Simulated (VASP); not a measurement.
Space group Fm-3m (No. 225); a = 4.5343 Å, b = 4.5343 Å, c = 4.5343 Å, α = 90.00°, β = 90.00°, γ = 90.00°

```json
[
 {"atom": "Hf", "site": "4a", "symmetry": "m-3m", "x": "0.0000", "y": "0.0000", "z": "0.0000"},
 {"atom": "N", "site": "4b", "symmetry": "m-3m", "x": "0.5000", "y": "0.5000", "z": "0.5000"}
]
```
(The calculation used a cell of 2 atoms; values per cell refer to that cell.)

Calculation: PBE GGA, VASP's PBE PAW potentials (set 64) (plane waves; VASP). Numerical set-up: 600 eV cut-off, 14×14×14 Γ-centred mesh, first-order Methfessel-Paxton smearing of 0.10 eV, potentials Hf_pv N.

Each relaxation starts from this cell; other phases were not tried.

Task: The cell is relaxed at 10 GPa. What happens?

Result: The volume per atom goes from 11.65 to 11.26 Å³ (-3.4 %), and the cell becomes a = 4.482 Å, b = 4.482 Å, c = 4.482 Å, α = 90.00°, β = 90.00°, γ = 90.00°, space group Fm-3m.

Task: The cell is relaxed at 20 GPa. What happens?

Result: The volume per atom goes from 11.65 to 10.92 Å³ (-6.3 %), and the cell becomes a = b = c = 4.4378 Å, α = β = γ = 90.00°, space group Fm-3m.

Failed runs are left out, and for metals the shear rows, which the mesh's noise covers.

The compound is HfN in the rock salt structure. The electron count is odd and the run is not spin-polarised, which forces a metal.
